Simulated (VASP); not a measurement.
# Ag(110), as cut: electronic structure, part 2 of 3

Wanted: what it costs to take an electron out of Ag(110), held as cut.

VASP 6.6.1; PBE; plane waves and PAW (Ag).

So far. Step 2 (Potential and states of the slab): The vacuum level lies 4.12 eV above the Fermi level at the upper face; both faces agree, as the slab has next to no dipole.

## (3) The slab in a field, field -0.05

A field across the slab, with the atoms held, gives the electronic response: the dipole changes linearly with the field, and the energy has a linear term from the slab's own dipole and a quadratic one from its polarisability.

Input file INCAR:

```
SYSTEM = Ag
PREC = Normal
ENCUT = 300
EDIFF = 1E-06
NELM = 120
ISMEAR = -1
SIGMA = 0.1
LREAL = .FALSE.
ALGO = Fast
GGA = PE
NBANDS = 47
LORBIT = 11
LWAVE = .FALSE.
LCHARG = .FALSE.
KPAR = 2
IDIPOL = 3
LDIPOL = .TRUE.
DIPOL = 0.5 0.5 0.5
EFIELD = -0.05
LVHAR = .TRUE.
```

Input file POSCAR:

```
Ag
1.0
    4.0900000000      0.0000000000      0.0000000000
    0.0000000000      2.8920667351      0.0000000000
    0.0000000000      0.0000000000     26.6762002052
Ag
7
Direct
    0.0000000000      0.0000000000      0.3373793843
    0.5000000000      0.5000000000      0.3915862562
    0.0000000000      0.0000000000      0.4457931281
    0.5000000000      0.5000000000      0.5000000000
    0.0000000000      0.0000000000      0.5542068719
    0.5000000000      0.5000000000      0.6084137438
    0.0000000000      0.0000000000      0.6626206157
```

Input file KPOINTS:

```
Automatic mesh
0
Gamma
12 18 1
0 0 0
```

PAW data sets: Ag (PBE family, release 64).

On the command line:

```console
> mpirun -np 2 vasp_std
```

Output:

```text
[banner, memory and clock lines left out]
running    2 mpi-ranks, on    1 nodes
 distrk:  each k-point on    1 cores,    2 groups
 distr:  one band on    1 cores,    1 groups

 POSCAR found type information on POSCAR Ag
 POSCAR found :  1 types and       7 ions
 LDA part: xc-table for (Slater+PW92), standard interpolation
 POSCAR, INCAR and KPOINTS ok, starting setup
 FFT: planning ... GRIDC
 FFT: planning ... GRID_SOFT
 FFT: planning ... GRID
 WAVECAR not read
 entering main loop
       N       E                     dE             d eps       ncg     rms          rms(c)
DAV:   1     0.368742550975E+03    0.36874E+03   -0.26923E+04  6972   0.912E+02
DAV:   2    -0.623698954052E+01   -0.37498E+03   -0.35366E+03  7545   0.243E+02
DAV:   3    -0.191433946878E+02   -0.12906E+02   -0.12642E+02  7375   0.457E+01
DAV:   4    -0.193231926937E+02   -0.17980E+00   -0.17962E+00  7831   0.546E+00
DAV:   5    -0.193264833150E+02   -0.32906E-02   -0.32899E-02  7707   0.718E-01    0.121E+01
RMM:   6    -0.181269443390E+02    0.11995E+01   -0.51042E+00  7150   0.120E+01    0.816E+00
RMM:   7    -0.205096834252E+02   -0.23827E+01   -0.17772E+00  7512   0.442E+00    0.693E+00
RMM:   8    -0.181718050989E+02    0.23379E+01   -0.15873E+00  7545   0.421E+00    0.371E+00
RMM:   9    -0.177919397721E+02    0.37987E+00   -0.10813E-01  7052   0.143E+00    0.458E-01
RMM:  10    -0.177843604351E+02    0.75793E-02   -0.87186E-03  7199   0.382E-01    0.271E-01
RMM:  11    -0.177817230899E+02    0.26373E-02   -0.26116E-03  7269   0.213E-01    0.151E-01
RMM:  12    -0.177808173448E+02    0.90575E-03   -0.76064E-04  7374   0.973E-02    0.903E-02
RMM:  13    -0.177801854448E+02    0.63190E-03   -0.29018E-04  7402   0.606E-02    0.216E-02
RMM:  14    -0.177800724565E+02    0.11299E-03   -0.14132E-04  7505   0.380E-02    0.183E-02
RMM:  15    -0.177801672319E+02   -0.94775E-04   -0.68407E-05  7367   0.383E-02    0.108E-02
RMM:  16    -0.177802457825E+02   -0.78551E-04   -0.39135E-05  7501   0.195E-02    0.559E-03
RMM:  17    -0.177803883491E+02   -0.14257E-03   -0.11944E-05  6368   0.109E-02    0.314E-03
RMM:  18    -0.177804463582E+02   -0.58009E-04   -0.46543E-06  5286   0.631E-03    0.169E-03
RMM:  19    -0.177804839676E+02   -0.37609E-04   -0.20893E-06  4905   0.336E-03    0.103E-03
RMM:  20    -0.177804968072E+02   -0.12840E-04   -0.81798E-07  4691   0.246E-03    0.645E-04
RMM:  21    -0.177805019605E+02   -0.51533E-05   -0.35275E-07  3862   0.167E-03    0.417E-04
RMM:  22    -0.177805049393E+02   -0.29789E-05   -0.14322E-07  1984   0.951E-04    0.281E-04
RMM:  23    -0.177805068676E+02   -0.19283E-05   -0.11558E-07  2534   0.118E-03    0.170E-04
RMM:  24    -0.177805091743E+02   -0.23067E-05   -0.51746E-08  1831   0.920E-04    0.133E-04
RMM:  25    -0.177805099282E+02   -0.75391E-06   -0.13700E-08  1513   0.840E-04
   1 F= -.17780510E+02 E0= -.17747230E+02  d E =-.665606E-01
```

The job ended after 1.9 min (2 MPI ranks of AMD EPYC 9R45, shared host; peak memory 0.74 GiB).

Parts of OUTCAR (step 3):

```text
The static configuration has the point symmetry D_2h.

 Found     70 irreducible k-points:

   k-points           NKPTS =     70   k-points in BZ     NKDIM =     70   number of bands    NBANDS=     47

   NELECT =      77.0000    total number of electrons

 dipolmoment           0.000000      0.000000     -0.037688 electrons x Angstroem

 E-fermi :   0.6436

 k-point     1 :       0.0000    0.0000    0.0000
  band No.  band energies     occupation
    ...
     35      -2.3637      2.00000
     36      -2.2688      2.00000
     37      -2.1556      2.00000
     38      -2.1505      2.00000
     39      -0.7348      2.00000
     40       1.0613      0.03021
     41       2.8845      0.00000
     42       2.9583      0.00000
     43       4.3503      0.00000
     44       4.5127      0.00000
    ...

 k-point     2 :       0.0833    0.0000    0.0000
  band No.  band energies     occupation
    ...
     35      -2.4023      2.00000
     36      -2.2577      2.00000
     37      -2.1828      2.00000
     38      -2.1576      2.00000
     39      -0.7050      2.00000
     40       1.1057      0.01949
     41       2.3841      0.00000
     42       2.9994      0.00000
     43       3.8988      0.00000
     44       4.4082      0.00000
    ...

  Total        0.7461860      1.0537229      1.2381140      0.0000000      0.0000000      0.0000000
  in kB        3.7888035      5.3503403      6.2865972      0.0000000      0.0000000      0.0000000
  external PRESSURE =       5.1419136 kB  Pullay stress =       0.0000000 kB

 POSITION                                       TOTAL-FORCE (eV/Angst)
 -----------------------------------------------------------------------------------
      0.00000      0.00000      9.00000         0.000000      0.000000      0.056194
      2.04500      1.44603     10.44603         0.000000      0.000000     -0.324445
      0.00000      0.00000     11.89207         0.000000      0.000000     -0.026620
      2.04500      1.44603     13.33810         0.000000      0.000000     -0.001076
      0.00000      0.00000     14.78413         0.000000      0.000000      0.029659
      2.04500      1.44603     16.23017         0.000000      0.000000      0.322414
      0.00000      0.00000     17.67620         0.000000      0.000000     -0.056126
 -----------------------------------------------------------------------------------
    total drift:                                0.000000      0.000000     -0.000213

  FREE ENERGIE OF THE ION-ELECTRON SYSTEM (eV)
  ---------------------------------------------------
  free  energy   TOTEN  =       -17.7805099282 eV

  energy  without entropy=      -17.7139492816  energy(sigma->0) =      -17.74722960

 vacuum level on the upper side and lower side of the slab         5.127         4.414

 total charge
# of ion       s       p       d       tot
------------------------------------------
    1        0.421   0.167   9.195   9.782
    2        0.417   0.275   9.147   9.839
    3        0.419   0.292   9.153   9.864
    4        0.416   0.301   9.144   9.861
    5        0.419   0.292   9.153   9.864
    6        0.417   0.275   9.147   9.839
    7        0.420   0.166   9.195   9.782
--------------------------------------------------
tot          2.929   1.768  64.135  68.832

[... 7 parts as in an earlier step ...]

[... 5 further parts left out ...]
```

Numbers from this step:

```yaml
electronic_cycles: 25
fermi_energy: 0.6436 eV
dipole_moment: 0, 0, -0.03769 e·Å
```

The planar average of the electrostatic potential oscillates, so the rows of the table below give means over windows of 1.45 Å about each position, cut where the curve ends. Its maxima inside the range that stand out by 2 % of the span (Å: eV): 9.7: -6.38, 11.1: -6.58, 12.6: -6.58, 14.1: -6.58, 15.6: -6.59, 17.0: -6.38. Its minima: 9.0: -9.76, 10.4: -10.3, 11.9: -10.3, 13.3: -10.3, 14.8: -10.3, 16.2: -10.3, 17.7: -9.76.

Zero at the Fermi level. Table of planar average of the electrostatic potential by height; means over each step:

| height (Å) | planar average of the electrostatic potential (eV) |
| --- | --- |
| 0.72 | 3.83 |
| 2.17 | 3.86 |
| 3.62 | 3.93 |
| 5.07 | 4.00 |
| 6.52 | 3.99 |
| 7.97 | 0.381 |
| 9.42 | -8.07 |
| 10.87 | -8.41 |
| 12.32 | -8.43 |
| 13.77 | -8.43 |
| 15.22 | -8.43 |
| 16.67 | -8.30 |
| 18.12 | -4.63 |
| 19.57 | 3.81 |
| 21.02 | 4.21 |
| 22.47 | 4.29 |
| 23.92 | 4.37 |
| 25.37 | 4.44 |

Force by atom:

| atom | x (eV/Å) | y (eV/Å) | z (eV/Å) | size |
| --- | --- | --- | --- | --- |
| Ag1 | 0.000 | 0.000 | 0.056 | 0.056 |
| Ag2 | 0.000 | 0.000 | -0.324 | 0.324 |
| Ag3 | 0.000 | 0.000 | -0.027 | 0.027 |
| Ag4 | 0.000 | 0.000 | -0.001 | 0.001 |
| Ag5 | 0.000 | 0.000 | 0.030 | 0.030 |
| Ag6 | 0.000 | 0.000 | 0.322 | 0.322 |
| Ag7 | 0.000 | 0.000 | -0.056 | 0.056 |

VASP counts the dipole in electrons times Å, so a positive number points the physical dipole along −c. A positive EFIELD is likewise a physical field along −c.

Energy at zero smearing: -17.74723 eV.

## (4) The slab in a field, field 0.05

INCAR: that of step 3 with these lines changed.

```diff
@@ -18,3 +18,3 @@
 DIPOL = 0.5 0.5 0.5
-EFIELD = -0.05
+EFIELD = 0.05
 LVHAR = .TRUE.
```

POSCAR is that of step 3.

KPOINTS is that of step 3.

On the command line:

```console
> mpirun -np 2 vasp_std
```

Output:

```text
[... set-up lines as in an earlier step ...]
 entering main loop
       N       E                     dE             d eps       ncg     rms          rms(c)
DAV:   1     0.368630715423E+03    0.36863E+03   -0.26926E+04  6980   0.912E+02
DAV:   2    -0.642177448365E+01   -0.37505E+03   -0.35364E+03  7608   0.243E+02
DAV:   3    -0.191543616899E+02   -0.12733E+02   -0.12531E+02  7358   0.457E+01
DAV:   4    -0.193232480146E+02   -0.16889E+00   -0.16879E+00  7802   0.537E+00
DAV:   5    -0.193264843393E+02   -0.32363E-02   -0.32356E-02  7711   0.715E-01    0.121E+01
RMM:   6    -0.181269229325E+02    0.11996E+01   -0.51047E+00  7152   0.120E+01    0.816E+00
RMM:   7    -0.205100207347E+02   -0.23831E+01   -0.17803E+00  7507   0.442E+00    0.693E+00
RMM:   8    -0.181717123139E+02    0.23383E+01   -0.15864E+00  7536   0.421E+00    0.371E+00
RMM:   9    -0.177919437014E+02    0.37977E+00   -0.10806E-01  7052   0.143E+00    0.457E-01
RMM:  10    -0.177843540043E+02    0.75897E-02   -0.87156E-03  7195   0.382E-01    0.271E-01
RMM:  11    -0.177817215336E+02    0.26325E-02   -0.26001E-03  7280   0.212E-01    0.151E-01
RMM:  12    -0.177808158688E+02    0.90566E-03   -0.75895E-04  7363   0.972E-02    0.902E-02
RMM:  13    -0.177801852681E+02    0.63060E-03   -0.28920E-04  7406   0.605E-02    0.216E-02
RMM:  14    -0.177800723103E+02    0.11296E-03   -0.14057E-04  7493   0.379E-02    0.183E-02
RMM:  15    -0.177801676516E+02   -0.95341E-04   -0.68492E-05  7362   0.383E-02    0.108E-02
RMM:  16    -0.177802462336E+02   -0.78582E-04   -0.39154E-05  7500   0.196E-02    0.558E-03
RMM:  17    -0.177803886975E+02   -0.14246E-03   -0.11946E-05  6357   0.109E-02    0.313E-03
RMM:  18    -0.177804464937E+02   -0.57796E-04   -0.46403E-06  5275   0.629E-03    0.168E-03
RMM:  19    -0.177804840027E+02   -0.37509E-04   -0.20949E-06  4903   0.334E-03    0.103E-03
RMM:  20    -0.177804968267E+02   -0.12824E-04   -0.81997E-07  4687   0.245E-03    0.644E-04
RMM:  21    -0.177805019670E+02   -0.51403E-05   -0.35221E-07  3858   0.167E-03    0.420E-04
RMM:  22    -0.177805049377E+02   -0.29707E-05   -0.14109E-07  1983   0.948E-04    0.282E-04
RMM:  23    -0.177805068673E+02   -0.19296E-05   -0.11661E-07  2553   0.118E-03    0.174E-04
RMM:  24    -0.177805091262E+02   -0.22589E-05   -0.49029E-08  1814   0.910E-04    0.130E-04
RMM:  25    -0.177805099223E+02   -0.79614E-06   -0.14614E-08  1524   0.844E-04
   1 F= -.17780510E+02 E0= -.17747230E+02  d E =-.665606E-01
```

Wall time 1.9 min (2 MPI ranks); peak memory 0.73 GiB.

OUTCAR, selected parts (step 4):

```text
The static configuration has the point symmetry D_2h.

 Found     70 irreducible k-points:

   NELECT =      77.0000    total number of electrons

 dipolmoment           0.000000      0.000000      0.037688 electrons x Angstroem

 E-fermi :   0.6436

 k-point     5 :       0.3333    0.0000    0.0000
  band No.  band energies     occupation
    ...
     37      -2.2842      2.00000
     38      -2.0419      2.00000
     39      -0.9145      2.00000
     40      -0.2325      1.99969
     41       0.4360      1.77699
     42       1.5032      0.00037
     43       2.0160      0.00000
     44       2.7733      0.00000
     45       5.0123      0.00000
     46       5.4087      0.00000
    ...

  Total        0.7461869      1.0537222      1.2381031      0.0000000      0.0000000      0.0000000
  in kB        3.7888083      5.3503367      6.2865420      0.0000000      0.0000000      0.0000000
  external PRESSURE =       5.1418957 kB  Pullay stress =       0.0000000 kB

 POSITION                                       TOTAL-FORCE (eV/Angst)
 -----------------------------------------------------------------------------------
      0.00000      0.00000      9.00000         0.000000      0.000000      0.056122
      2.04500      1.44603     10.44603         0.000000      0.000000     -0.322413
      0.00000      0.00000     11.89207         0.000000      0.000000     -0.029660
      2.04500      1.44603     13.33810         0.000000      0.000000      0.001076
      0.00000      0.00000     14.78413         0.000000      0.000000      0.026619
      2.04500      1.44603     16.23017         0.000000      0.000000      0.324444
      0.00000      0.00000     17.67620         0.000000      0.000000     -0.056189
 -----------------------------------------------------------------------------------
    total drift:                                0.000000      0.000000      0.000213

  FREE ENERGIE OF THE ION-ELECTRON SYSTEM (eV)
  ---------------------------------------------------
  free  energy   TOTEN  =       -17.7805099223 eV

  energy  without entropy=      -17.7139492729  energy(sigma->0) =      -17.74722960

 vacuum level on the upper side and lower side of the slab         4.414         5.127

 total charge
# of ion       s       p       d       tot
------------------------------------------
    1        0.420   0.166   9.195   9.782
    2        0.417   0.275   9.147   9.839
    3        0.419   0.292   9.153   9.864
    4        0.416   0.301   9.144   9.861
    5        0.419   0.292   9.153   9.864
    6        0.417   0.275   9.147   9.839
    7        0.421   0.167   9.195   9.782
--------------------------------------------------
tot          2.929   1.768  64.135  68.832

[... 13 parts as in an earlier step ...]

[... 1 further part left out ...]
```

Numbers from this step:

* dipole moment: 0, 0, 0.03769 e·Å

The planar average of the electrostatic potential oscillates, so the rows of the table below give means over windows of 1.45 Å about each position, cut where the curve ends. Its maxima inside the range that stand out by 2 % of the span (Å: eV): 0.4: 4.48, 9.7: -6.38, 11.1: -6.59, 12.6: -6.58, 14.1: -6.58, 15.6: -6.58, 17.0: -6.38. Its minima: 9.0: -9.76, 10.4: -10.3, 11.9: -10.3, 13.3: -10.3, 14.8: -10.3, 16.2: -10.3, 17.7: -9.76.

Zero at the Fermi level. Planar average of the electrostatic potential against height; means over each step:

height (Å), planar average of the electrostatic potential (eV) and a bar from the least value:
```
     0.72        4.4 ##############################
     2.17        4.4 ##############################
     3.62        4.3 ##############################
     5.07        4.2 ##############################
     6.52        4.1 #############################
     7.97        0.4 #####################
     9.42       -8.1 #
    10.87       -8.4 
    12.32       -8.4 
    13.77       -8.4 
    15.22       -8.4 
    16.67       -8.3 
    18.12       -4.6 #########
    19.57        3.7 ############################
    21.02        4.0 #############################
    22.47        4.0 #############################
    23.92        3.9 #############################
    25.37        3.8 #############################
```

Force by atom:

| atom | x (eV/Å) | y (eV/Å) | z (eV/Å) | size |
| --- | --- | --- | --- | --- |
| Ag1 | 0.000 | 0.000 | 0.056 | 0.056 |
| Ag2 | 0.000 | 0.000 | -0.322 | 0.322 |
| Ag3 | 0.000 | 0.000 | -0.030 | 0.030 |
| Ag4 | 0.000 | 0.000 | 0.001 | 0.001 |
| Ag5 | 0.000 | 0.000 | 0.027 | 0.027 |
| Ag6 | 0.000 | 0.000 | 0.324 | 0.324 |
| Ag7 | 0.000 | 0.000 | -0.056 | 0.056 |

Energy at zero smearing: -17.74723 eV.

## (5) The slab in a field, field 0.1

INCAR: that of step 4 with these lines changed.

```diff
@@ -18,3 +18,3 @@
 DIPOL = 0.5 0.5 0.5
-EFIELD = 0.05
+EFIELD = 0.1
 LVHAR = .TRUE.
```

POSCAR is that of step 4.

KPOINTS is that of step 4.

On the command line:

```console
> mpirun -np 2 vasp_std
```

Output:

```text
[... set-up lines as in an earlier step ...]
 entering main loop
       N       E                     dE             d eps       ncg     rms          rms(c)
DAV:   1     0.367227355790E+03    0.36723E+03   -0.26941E+04  6996   0.912E+02
DAV:   2    -0.633156919222E+01   -0.37356E+03   -0.35226E+03  7576   0.242E+02
DAV:   3    -0.192376770208E+02   -0.12906E+02   -0.12662E+02  7358   0.458E+01
DAV:   4    -0.194158975998E+02   -0.17822E+00   -0.17812E+00  7809   0.550E+00
[...]
RMM:  23    -0.177833337679E+02   -0.24610E-05   -0.11242E-07  2267   0.107E-03    0.200E-04
RMM:  24    -0.177833362034E+02   -0.24355E-05   -0.73511E-08  2251   0.107E-03    0.191E-04
RMM:  25    -0.177833371423E+02   -0.93896E-06   -0.16625E-08  1528   0.810E-04
   1 F= -.17783337E+02 E0= -.17750057E+02  d E =-.665604E-01
```

It took 1.9 min on 2 MPI ranks; peak memory 0.73 GiB; 3.9 min of CPU time.

Parts of OUTCAR (step 5):

```text
  Total        0.7480605      1.0557061      1.2360935      0.0000000      0.0000000      0.0000000
  in kB        3.7983217      5.3604102      6.2763378      0.0000000      0.0000000      0.0000000
  external PRESSURE =       5.1450232 kB  Pullay stress =       0.0000000 kB

 POSITION                                       TOTAL-FORCE (eV/Angst)
 -----------------------------------------------------------------------------------
      0.00000      0.00000      9.00000         0.000000      0.000000      0.055884
      2.04500      1.44603     10.44603         0.000000      0.000000     -0.321360
      0.00000      0.00000     11.89207         0.000000      0.000000     -0.031231
      2.04500      1.44603     13.33810         0.000000      0.000000      0.002168
      0.00000      0.00000     14.78413         0.000000      0.000000      0.025154
      2.04500      1.44603     16.23017         0.000000      0.000000      0.325391
      0.00000      0.00000     17.67620         0.000000      0.000000     -0.056004
 -----------------------------------------------------------------------------------
    total drift:                                0.000000      0.000000     -0.000131

  FREE ENERGIE OF THE ION-ELECTRON SYSTEM (eV)
  ---------------------------------------------------
  free  energy   TOTEN  =       -17.7833371423 eV

  energy  without entropy=      -17.7167767884  energy(sigma->0) =      -17.75005697

[... 2 parts as in an earlier step ...]

[... 1 further part left out ...]
[key lines of the parts left out:]
E-fermi :   0.6430
```

[end of part 2 of 3]

[Lines on the potential files, build, host, timing and source positions are cut from VASP's logs without a mark.]

[Logs are printed without paths, hosts, clocks, repeated set-up lines and the standing remarks that a program may print on its own settings, such as how far it seeks lower states.]

[Hosts, paths, dates, database ids (printed as entryN), source tags and the programs' standing remarks are cut or masked in the printed files.]

[In band tables of VASP the shares of atoms and orbitals are scaled to a sum of 1 inside the atoms' spheres.]

[Runs that stopped without an error message from VASP are left out.]
